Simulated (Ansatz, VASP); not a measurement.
## Sc3BP2: VASP beside Ansatz

INCAR

```
SYSTEM = Sc3BP2
PREC = Accurate ; ENCUT = 600
EDIFF = 1E-7 ; ISMEAR = 0
SIGMA = 0.1 ; LREAL = .False.
LASPH = .True. ; NELM = 60
ALGO = Normal ; ISIF = 3
LWAVE = .False. ; LCHARG = .False.
GGA = PE ; IBRION = 2
NSW = 90 ; EDIFFG = -0.04
```

Contents of KPOINTS:

```
Automatic mesh
0
Gamma
  3 3 6
  0 0 0
```

Contents of POSCAR:

```
Sc3BP2
1.0
    5.7953236600      0.0000000000      0.0000000000
   -2.8976618300      5.0188975100      0.0000000000
    0.0000000000      0.0000000000      3.3975193100
Sc B P
3 1 2
Direct
    0.0000000000      0.5000000000      0.0000000000
    0.5000000000      0.5000000000      0.0000000000
    0.5000000000      0.0000000000      0.0000000000
    0.0000000000      0.0000000000      0.5000000000
    0.6666666700      0.3333333300      0.5000000000
    0.3333333300      0.6666666700      0.5000000000
```

Input for Ansatz:

```yaml
crystal:
  lattice:
    - [5.79532366, 0.0, 0.0]
    - [-2.89766183, 5.01889751, 0.0]
    - [0.0, 0.0, 3.39751931]
  atoms:
    - { symbol: Sc, position: [0.0, 0.5, 0.0] }
    - { symbol: Sc, position: [0.5, 0.5, 0.0] }
    - { symbol: Sc, position: [0.5, 0.0, 0.0] }
    - { symbol: B, position: [0.0, 0.0, 0.5] }
    - { symbol: P, position: [0.66666667, 0.33333333, 0.5] }
    - { symbol: P, position: [0.33333333, 0.66666667, 0.5] }
basis:
  ecutwfc: 420
kpoints:
  mp_grid: { grid: [3, 3, 6] }
hamiltonian:
  xc: pbe
scf:
  occupations: { method: gaussian, width: 0.1 }
  lower_state_search: "off"
output:
  forces: true
  stress: true
  eigenvalues: true
relax:
  adjacent_minimum: "off"
  f_tol: 0.04
  max_steps: 70
  cell: { stress_tol: 0.4 }
```

Change from the starting cell: species swapped into the DyB2Rh3 type (P6/mmm, No. 191).

Alike in both runs: task relaxation of cell and atoms; functional PBE; k mesh 3 × 3 × 6; occupations gaussian, width 0.1 eV; no spin polarisation.

|  | VASP | Ansatz |
| --- | --- | --- |
| version | VASP 6.6.1 | Ansatz 0.2.0 |
| potentials or method | VASP PAW PBE potentials, release 64 (Sc_sv, B, P) | scalar-relativistic, plane waves, PAW |
| plane-wave cutoff (eV) | 600 | 420 |
| valence electrons in the cell | 46 | 46 |

```csv
,VASP,Ansatz,Ansatz less VASP
"gap on the k mesh at the Fermi level, each at its own relaxed structure (eV)",none,none,-
relaxed volume (Å³/atom),21.76,21.67,-0.086
relaxed cell length with the largest relative difference (Å),6.538,6.526,-0.0118
energy change over the relaxation (meV/atom),-401,-393,+7.2
```

A gap of «none» marks a metal or a gap that the smearing closes.

Caveats: the k mesh is coarse (spacing up to 0.42 Å⁻¹), so the values aren't converged; the volume moved by over 15 % at a fixed basis, so the end points are rough (VASP).
